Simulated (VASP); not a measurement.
# Mg2BiCl with revPBE + D4: from relaxation to properties, part 4 of 4

Aim: relax Mg2BiCl, then compute properties on the relaxed cell. The cell is invented: it takes the structure of a Materials Project entry for Mg2NCl (space group 166 there), with some of its atoms replaced by other elements, volume scaled by an estimate. It may not be a known or stable phase. Left out of this account: 1 further run (dielectric: a response that the mesh can't converge at so small a gap). The atoms of the start are displaced at random from the sites of a R-3m cell.

VASP 6.6.1; revPBE with D4; plane waves and PAW (Bi_d, Cl, Mg); invented cell.

So far, gap on the k-mesh (eV): step 2 (rough relaxation of the start cell) 0.0386; step 4 (second relaxation) 0.785; step 5 (single point with fields (revPBE + D4)) 0.774.

## (7) Density of states (revPBE + D4)

A density of states needs more k-points than a total energy; ISMEAR = -5 takes tetrahedra, and LORBIT projects the states on the PAW spheres. The mesh is finer than in the run before.

The input, INCAR:

```
SYSTEM = Mg2BiCl
PREC = Accurate
ENCUT = 400
EDIFF = 1E-06
NELM = 100
ISMEAR = -5
SIGMA = 0.05
LREAL = .FALSE.
ALGO = Normal
GGA = RE
IVDW = 13
NBANDS = 27
LORBIT = 11
LWAVE = .FALSE.
LCHARG = .FALSE.
KPAR = 2
NEDOS = 2001
```

The input, POSCAR:

```
Mg2BiCl
1.0
    3.8650308500     -2.2862903600      0.0000000000
    3.8650308500      2.2862903600      0.0000000000
   -1.9854162900      0.0000000000      7.0105685200
Bi Cl Mg
1 1 2
Direct
    0.5196730490      0.5196730490      0.4975708890
    0.9228480680      0.9228480680      0.0078982370
    0.9065576030      0.9065576030      0.6774929980
    0.1398329160      0.1398329160      0.3128958760
```

The input, KPOINTS:

```
Automatic mesh
0
Gamma
9 9 5
0 0 0
```

The projector-augmented-wave data sets are Bi_d, Cl and Mg (PBE family, release 64).

Run with:

```bash
$ mpirun -np 2 vasp_std
```

What it wrote:

```text
[... set-up lines as in an earlier step ...]
 entering main loop
       N       E                     dE             d eps       ncg     rms          rms(c)
DAV:   1     0.180079408228E+03    0.18008E+03   -0.97163E+03  6218   0.701E+02
DAV:   2     0.690033484834E+01   -0.17318E+03   -0.16486E+03  6836   0.209E+02
DAV:   3    -0.108557883840E+02   -0.17756E+02   -0.17631E+02  7886   0.767E+01
DAV:   4    -0.113622025527E+02   -0.50641E+00   -0.50604E+00  7723   0.153E+01
DAV:   5    -0.113797392737E+02   -0.17537E-01   -0.17536E-01  9565   0.243E+00    0.393E+00
DAV:   6    -0.109119707808E+02    0.46777E+00   -0.57985E-01  7764   0.258E+00    0.264E+00
DAV:   7    -0.108382301943E+02    0.73741E-01   -0.27329E-01  7415   0.194E+00    0.129E+00
DAV:   8    -0.108474871258E+02   -0.92569E-02   -0.31752E-02  8337   0.129E+00    0.209E-01
DAV:   9    -0.108491961229E+02   -0.17090E-02   -0.45330E-03  7150   0.377E-01    0.853E-02
DAV:  10    -0.108497159867E+02   -0.51986E-03   -0.59139E-04  8191   0.113E-01    0.338E-02
DAV:  11    -0.108498861097E+02   -0.17012E-03   -0.30371E-04  7197   0.102E-01    0.260E-02
DAV:  12    -0.108499177706E+02   -0.31661E-04   -0.99204E-05  7044   0.407E-02    0.725E-03
DAV:  13    -0.108499203875E+02   -0.26170E-05   -0.58587E-06  7949   0.130E-02    0.342E-03
DAV:  14    -0.108499203527E+02    0.34805E-07   -0.14706E-06  6046   0.658E-03
   1 F= -.12112174E+02 E0= -.12112174E+02  d E =0.000000E+00
```

Run time: 52 s. Hardware: 2 MPI ranks of Intel Xeon 6975P-C (Granite Rapids), shared host; peak memory 0.72 GiB.

From OUTCAR (step 7):

```text
   k-points           NKPTS =    115   k-points in BZ     NKDIM =    115   number of bands    NBANDS=     27

   NELECT =      26.0000    total number of electrons

 E-fermi :   2.7249

 k-point     1 :       0.0000    0.0000    0.0000
  band No.  band energies     occupation
    ...
      9      -1.1312      2.00000
     10      -0.9307      2.00000
     11       0.9690      2.00000
     12       2.5626      2.00000
     13       2.7115      2.00000
     14       3.4962      0.00000
     15       5.3741      0.00000
     16       6.4471      0.00000
     17       6.6945      0.00000
     18       8.1477      0.00000
    ...

  DFT-D4 for vdW energy calculation

  Edisp (eV):   -1.26225

  Total       0.08418    -0.03533     0.04202     0.00000     0.00000    -0.03744
  in kB       1.08861    -0.45692     0.54335     0.00000     0.00000    -0.48413
  external pressure =        0.39 kB  Pullay stress =        0.00 kB

 POSITION                                       TOTAL-FORCE (eV/Angst)
 -----------------------------------------------------------------------------------
      3.02922      0.00000      3.48825         0.001599      0.000000     -0.000718
      7.11799      0.00000      0.05537         0.005041      0.000000      0.000402
      5.66264      0.00000      4.74961        -0.001570      0.000000      0.002835
      0.45969      0.00000      2.19358        -0.005070      0.000000     -0.002520
 -----------------------------------------------------------------------------------
    total drift:                                0.000139     -0.000000     -0.000704

  FREE ENERGIE OF THE ION-ELECTRON SYSTEM (eV)
  ---------------------------------------------------
  free  energy   TOTEN  =       -12.1121735319 eV

  energy  without entropy=      -12.1121735319  energy(sigma->0) =      -12.11217353

[... 6 parts as in an earlier step ...]

[... 10 further parts left out ...]
```

This step gave:

| Quantity | Value |
| --- | --- |
| irreducible k-points | 115 |
| free energy (TOTEN) | -12.11 eV |
| Fermi energy | 2.725 eV |
| pressure | 0.03917 GPa |
| valence top at k | 0, 0, 0.4 |
| gap on the k-mesh | 0.7750 eV |
| least direct gap on the k-mesh | 0.7847 eV |

The density of states has structure finer than the step of the table below, so its rows give means over 0.5 eV, whole bins alone (the curve runs from -12.0 to 6.21 eV). Peaks (eV: height): total -5.47: 13.8, -4.38: 6.90, -3.94: 7.74, 6.14: 6.69; Cl p -5.47: 7.06, -4.38: 3.49, -3.94: 4.25; Bi p -3.65: 0.541, -1.60: 0.993, -1.17: 1.76, 6.14: 0.400; Mg s -5.47: 0.585, 2.12: 0.306, 3.07: 0.221, 3.80: 0.231; Mg p -5.47: 0.223, 3.80: 0.369, 4.53: 0.233, 6.14: 0.358.

States under -12.0 eV and over 6.2 eV are left out. Density of states against energy, zero at the valence-band top; means over each step; values in states/eV/cell:

```
energy (eV)    total     Cl p     Bi p     Mg s     Mg p     Bi s
      -11.5        0        0        0        0        0        0
      -11.0    0.234   3.2e-4   8.5e-5  0.00488   8.3e-4    0.147
      -10.5     2.16  0.00207  0.00168   0.0252   0.0117     1.44
      -10.0     1.60   9.3e-4   4.5e-4  0.00521   0.0111     1.13
       -9.5        0        0        0        0        0        0
       -9.0        0        0        0        0        0        0
       -8.5        0        0        0        0        0        0
       -8.0        0        0        0        0        0        0
       -7.5        0        0        0        0        0        0
       -7.0        0        0        0        0        0        0
       -6.5        0        0        0        0        0        0
       -6.0  0.00928  0.00445   1.5e-4   4.2e-4   1.5e-4   2.2e-5
       -5.5     3.98     2.01   0.0514    0.176   0.0625   0.0294
       -5.0        0        0        0        0        0        0
       -4.5     2.43     1.24   0.0450   0.0343   0.0137  0.00521
       -4.0     5.43     2.92    0.155   0.0501   0.0367  0.00662
       -3.5     2.50    0.604    0.391   0.0916   0.0492   0.0213
       -3.0    0.791   0.0474    0.187   0.0407   0.0199   0.0196
       -2.5     1.17   0.0432    0.298   0.0633   0.0270   0.0194
       -2.0     1.51   0.0671    0.415   0.0687   0.0363   0.0126
       -1.5     2.47    0.108    0.750   0.0691   0.0677   0.0121
       -1.0     2.92   0.0957     1.01   0.0299   0.0936  0.00693
       -0.5    0.602  0.00379    0.249  0.00274   0.0202  0.00187
        0.0    0.127   3.5e-4   0.0578   9.2e-5  0.00358   6.7e-5
        0.5        0        0        0        0        0        0
        1.0   0.0676  0.00135  0.00170   0.0126  0.00104  0.00358
        1.5    0.762   0.0190   0.0253    0.127   0.0186   0.0347
        2.0     2.21   0.0596   0.0932    0.270   0.0791   0.0892
        2.5     2.10   0.0599   0.0986    0.163   0.0922   0.0725
        3.0     2.51   0.0733    0.103    0.140    0.136   0.0359
        3.5     1.39   0.0377   0.0668   0.0578   0.0849   0.0176
        4.0     3.17   0.0858    0.150    0.112    0.202   0.0533
        4.5     3.04   0.0701    0.147   0.0784    0.221   0.0346
        5.0     2.29   0.0572    0.128   0.0518    0.156   0.0258
        5.5     2.64   0.0856    0.145   0.0837    0.138   0.0219
```

The gap on this mesh is 0.77 eV. In the top eV of the valence band the largest shares in the PAW spheres are Bi p 40 %. The rest lies in smaller channels or between the spheres.

## (8) Electric field gradients (revPBE + D4)

Field gradients probe how far the charge around each nucleus departs from cubic symmetry; LASPH keeps the non-spherical terms inside the spheres.

The input, INCAR:

```
SYSTEM = Mg2BiCl
PREC = Accurate
ENCUT = 400
EDIFF = 1E-07
NELM = 100
ISMEAR = 0
SIGMA = 0.05
LREAL = .FALSE.
ALGO = Normal
GGA = RE
IVDW = 13
NBANDS = 19
LORBIT = 11
LWAVE = .FALSE.
LCHARG = .FALSE.
KPAR = 2
LEFG = .TRUE.
LASPH = .TRUE.
```

POSCAR is that of step 7.

The input, KPOINTS:

```
Automatic mesh
0
Gamma
5 5 3
0 0 0
```

Run with:

```bash
$ mpirun -np 2 vasp_std
```

What it wrote:

```text
[... set-up lines as in an earlier step ...]
 entering main loop
       N       E                     dE             d eps       ncg     rms          rms(c)
DAV:   1     0.176655141044E+03    0.17666E+03   -0.10308E+04   920   0.100E+03
DAV:   2     0.462321564842E+01   -0.17203E+03   -0.16754E+03  1051   0.267E+02
DAV:   3    -0.109207123348E+02   -0.15544E+02   -0.15480E+02  1079   0.942E+01
DAV:   4    -0.113409342976E+02   -0.42022E+00   -0.42001E+00  1268   0.190E+01
DAV:   5    -0.113490930122E+02   -0.81587E-02   -0.81585E-02  1251   0.197E+00    0.396E+00
DAV:   6    -0.108737973470E+02    0.47530E+00   -0.78173E-01  1026   0.371E+00    0.270E+00
DAV:   7    -0.107979156502E+02    0.75882E-01   -0.34109E-01  1087   0.273E+00    0.128E+00
DAV:   8    -0.108069138084E+02   -0.89982E-02   -0.35483E-02  1206   0.180E+00    0.208E-01
DAV:   9    -0.108092476394E+02   -0.23338E-02   -0.58730E-03  1053   0.538E-01    0.771E-02
DAV:  10    -0.108095841539E+02   -0.33651E-03   -0.42919E-04  1241   0.134E-01    0.368E-02
DAV:  11    -0.108097319165E+02   -0.14776E-03   -0.25573E-04  1010   0.127E-01    0.185E-02
DAV:  12    -0.108097738152E+02   -0.41899E-04   -0.12145E-04   993   0.541E-02    0.695E-03
DAV:  13    -0.108097761894E+02   -0.23742E-05   -0.91255E-06  1178   0.228E-02    0.189E-03
DAV:  14    -0.108097762452E+02   -0.55858E-07   -0.13245E-06  1017   0.880E-03    0.717E-04
DAV:  15    -0.108097762928E+02   -0.47538E-07   -0.97015E-08   919   0.182E-03
ion   1
     0.0000000     0.0000000     0.0000000     0.6483682    -0.0334729     0.0473122
     0.0000690     0.0000000     0.0000000     0.6483682    -0.0334729     0.0473122
     0.0000950     0.0000000     0.0000000     0.6483682    -0.0334729     0.0473122
     0.0001308     0.0000000     0.0000000     0.6483681    -0.0334729     0.0473122
     0.0001801     0.0000000     0.0000000     0.6483681    -0.0334729     0.0473122

     0.0000000     0.0000000     0.0000000    32.5336699   -13.6859401    18.1950769
     0.0000690     0.0000000     0.0000000    32.5111707   -13.6642876    18.1665576
     0.0000950     0.0000000     0.0000000    32.5019890   -13.6543662    18.1535185
     0.0001308     0.0000000     0.0000000    32.4889327   -13.6394892    18.1339843
     0.0001801     0.0000000     0.0000000    32.4705137   -13.6172793    18.1048490

ion   2
     0.0000000     0.0000000     0.0000000    -3.5335070    -0.7177312    -1.3107322
     0.0000382     0.0000000     0.0000000    -3.5335070    -0.7177312    -1.3107322
     0.0000526     0.0000000     0.0000000    -3.5335070    -0.7177312    -1.3107322
     0.0000724     0.0000000     0.0000000    -3.5335069    -0.7177312    -1.3107322
     0.0000997     0.0000000     0.0000000    -3.5335068    -0.7177312    -1.3107321

     0.0000000     0.0000000     0.0000000   -66.9189377   -13.2302965   -21.3371484
     0.0000382     0.0000000     0.0000000   -66.9186922   -13.2302481   -21.3370710
     0.0000526     0.0000000     0.0000000   -66.9185438   -13.2302188   -21.3370243
     0.0000724     0.0000000     0.0000000   -66.9182975   -13.2301702   -21.3369467
     0.0000997     0.0000000     0.0000000   -66.9178918   -13.2300901   -21.3368189

ion   3
     0.0000000     0.0000000     0.0000000     0.2608344    -0.3182119    -0.0856410
     0.0000337     0.0000000     0.0000000     0.2608344    -0.3182119    -0.0856410
     0.0000464     0.0000000     0.0000000     0.2608344    -0.3182119    -0.0856410
     0.0000638     0.0000000     0.0000000     0.2608344    -0.3182119    -0.0856410
     0.0000879     0.0000000     0.0000000     0.2608344    -0.3182119    -0.0856410

     0.0000000     0.0000000     0.0000000     2.5651761    -5.0752777    -1.5997469
     0.0000337     0.0000000     0.0000000     2.5651736    -5.0752724    -1.5997452
     0.0000464     0.0000000     0.0000000     2.5651719    -5.0752691    -1.5997441
     0.0000638     0.0000000     0.0000000     2.5651692    -5.0752635    -1.5997423
     0.0000879     0.0000000     0.0000000     2.5651647    -5.0752542    -1.5997394

ion   4
     0.0000000     0.0000000     0.0000000     0.1032681     0.5866115     0.1866574
     0.0000337     0.0000000     0.0000000     0.1032681     0.5866115     0.1866574
     0.0000464     0.0000000     0.0000000     0.1032681     0.5866115     0.1866574
     0.0000638     0.0000000     0.0000000     0.1032681     0.5866115     0.1866574
     0.0000879     0.0000000     0.0000000     0.1032681     0.5866115     0.1866574

     0.0000000     0.0000000     0.0000000     0.0892487     9.2775217     3.0098478
     0.0000337     0.0000000     0.0000000     0.0892487     9.2775121     3.0098446
     0.0000464     0.0000000     0.0000000     0.0892487     9.2775060     3.0098426
     0.0000638     0.0000000     0.0000000     0.0892487     9.2774958     3.0098393
     0.0000879     0.0000000     0.0000000     0.0892487     9.2774788     3.0098337

   1 F= -.12072029E+02 E0= -.12072029E+02  d E =-.171095E-14
```

The job ended after 12 s (2 MPI ranks; peak memory 0.4 GiB; 21 s of CPU time).

From OUTCAR (step 8):

```text
   k-points           NKPTS =     24   k-points in BZ     NKDIM =     24   number of bands    NBANDS=     19

   NELECT =      26.0000    total number of electrons

 E-fermi :   2.9924

 k-point     1 :       0.0000    0.0000    0.0000
  band No.  band energies     occupation
    ...
      9      -1.1364      2.00000
     10      -0.9367      2.00000
     11       0.9783      2.00000
     12       2.5754      2.00000
     13       2.7249      2.00000
     14       3.5045      0.00000
     15       5.3772      0.00000
     16       6.4508      0.00000
     17       6.6976      0.00000
     18       8.1514      0.00000
    ...

  DFT-D4 for vdW energy calculation

  Edisp (eV):   -1.26225

  Total       0.10394    -0.01938    -0.02021     0.00000     0.00000    -0.04723
  in kB       1.34406    -0.25060    -0.26130     0.00000     0.00000    -0.61075
  external pressure =        0.28 kB  Pullay stress =        0.00 kB

 POSITION                                       TOTAL-FORCE (eV/Angst)
 -----------------------------------------------------------------------------------
      3.02922      0.00000      3.48825        -0.001445      0.000000     -0.000251
      7.11799      0.00000      0.05537         0.005326      0.000000      0.000488
      5.66264      0.00000      4.74961        -0.002023      0.000000     -0.010976
      0.45969      0.00000      2.19358        -0.001857      0.000000      0.010739
 -----------------------------------------------------------------------------------
    total drift:                                0.000276     -0.000000     -0.000755

  FREE ENERGIE OF THE ION-ELECTRON SYSTEM (eV)
  ---------------------------------------------------
  free  energy   TOTEN  =       -12.0720294720 eV

  energy  without entropy=      -12.0720294720  energy(sigma->0) =      -12.07202947

 Electric field gradients after diagonalization (V/A^2)
 (convention: |V_zz| > |V_xx| > |V_yy|)
----------------------------------------------------------------------
 ion       V_xx      V_yy      V_zz     asymmetry (V_yy - V_xx)/ V_zz
----------------------------------------------------------------------
   1      40.419     5.490   -45.909       0.761
   2     -65.233   -20.865    86.098       0.515
   3      -6.426    -0.180     6.605       0.946
   4       8.748     3.348   -12.095       0.446
----------------------------------------------------------------------

[... 6 parts as in an earlier step ...]

[... 10 further parts left out ...]
```

Numbers from this step:

```
SCF cycles                     : 15
bands                          : 19
irreducible k-points           : 24
free energy (TOTEN)            : -12.07 eV
Fermi energy                   : 2.992 eV
pressure                       : 0.02774 GPa
valence top at k               : 0, 0, 0.3333
gap on the k-mesh              : 0.7714 eV
least direct gap on the k-mesh : 0.7796 eV
```

Electric field gradients, by row:

```
atom  Vxx (V/Å²)  Vyy (V/Å²)  Vzz (V/Å²)  asymmetry
 Bi1       40.42        5.49      -45.91      0.761
 Cl2      -65.23      -20.86        86.1      0.515
 Mg3      -6.426       -0.18       6.605      0.946
 Mg4       8.748       3.348       -12.1      0.446
```

The largest gradient, 86.10 V/Å², sits on Cl2; times the quadrupole moment of a nucleus that has one, it gives the coupling that NMR and NQR see.

## (9) A single point (revPBE + D4), changed input

This run is made with a changed input; what comes of it follows.

INCAR, as its differences from that of step 8:

```diff
@@ -3,4 +3,4 @@
 ENCUT = 400
-EDIFF = 1E-07
-NELM = 100
+EDIFF = 1E-06
+NELM = 66
 ISMEAR = 0
@@ -16,3 +16,3 @@
 KPAR = 2
-LEFG = .TRUE.
-LASPH = .TRUE.
+ISIF = 2
+ICHARG = 11
```

POSCAR is that of step 8.

The input, KPOINTS:

```
Automatic mesh
0
Gamma
6 6 3
0 0 0
```

Run with:

```bash
$ mpirun -np 2 vasp_std
```

What it wrote:

```text
[banner, memory and clock lines left out]
running    2 mpi-ranks, on    1 nodes
[...]
|                                                                             |
|               ----> ADVICE to this user running VASP <----                  |
|                                                                             |
|     You enforced a specific xc type in the INCAR file but a different       |
|     [... a line on the potential file left out ...]
|     I HOPE YOU KNOW WHAT YOU ARE DOING!                                     |
|                                                                             |

 LDA part: xc-table for (Slater+PW92), standard interpolation
 WARNING: stress and forces are not correct
 POSCAR, INCAR and KPOINTS ok, starting setup
[...]
WARNING: CHGCAR is incomplete
|                                                                             |
|     EEEEEEE  RRRRRR   RRRRRR   OOOOOOO  RRRRRR      ###     ###     ###     |
|     E        R     R  R     R  O     O  R     R     ###     ###     ###     |
|     E        R     R  R     R  O     O  R     R     ###     ###     ###     |
|     EEEEE    RRRRRR   RRRRRR   O     O  RRRRRR       #       #       #      |
|     E        R   R    R   R    O     O  R   R                               |
|     E        R    R   R    R   O     O  R    R      ###     ###     ###     |
|     EEEEEEE  R     R  R     R  OOOOOOO  R     R     ###     ###     ###     |
|                                                                             |
|     ERROR: charge density could not be read from file CHGCAR for            |
|     ICHARG>10                                                               |
|                                                                             |
|       ---->  I REFUSE TO CONTINUE WITH THIS SICK JOB ... BYE!!! <----       |
|                                                                             |

1
1
```

Elapsed: 4 s, on 2 MPI ranks.

VASP stopped before it finished a first electronic cycle.

VASP's message: “ERROR: charge density could not be read from file CHGCAR for ICHARG>10”. No number of this run is used.

The fault in the input: density file missing or never updated (ICHARG = 11). ICHARG = 11 needs the CHGCAR of a converged run, and 12 never updates the atomic density.

## (10) Outcome

```json
{"relaxed volume": "30.97 Å³/atom", "relaxed conventional cell a, b, c": "7.730, 4.573, 7.286 Å; angles 90.0, 105.8, 90.0°", "space group after relaxing, within 0.02 Å (lengths above averaged to it)": "Cm (No. 8)", "band gap": "0.771 eV, indirect (least direct gap of that run 0.782 eV)", "gap among the points of the DOS mesh alone, an upper bound": "0.775 eV", "largest field gradient Vzz": "86.10 V/Å² on Cl2"}
```

**Reading.** With revPBE + D4, Mg2BiCl relaxes to 30.97 Å³/atom in space group Cm and has an indirect gap of 0.771 eV. Band structure (revPBE + D4): The path shows an indirect gap of 0.77 eV (valence top at Z, conduction bottom at Γ). The least direct gap is 0.78 eV. Spin-orbit coupling is left out, and with elements this heavy it would split and shift bands near the edges, and it can change the kind of a small gap. No search among competing phases was made. All values are for a static lattice at zero temperature.

[Lines on the potential files, build, host, timing and source positions are cut from VASP's logs without a mark.]

[Logs are printed without paths, hosts, clocks, repeated set-up lines and the standing remarks that a program may print on its own settings, such as how far it seeks lower states.]

[Hosts, paths, dates, database ids (printed as entryN), source tags and the programs' standing remarks are cut or masked in the printed files.]

[A measured line is paired with the nearest computed mode of its activity, which favours agreement.]
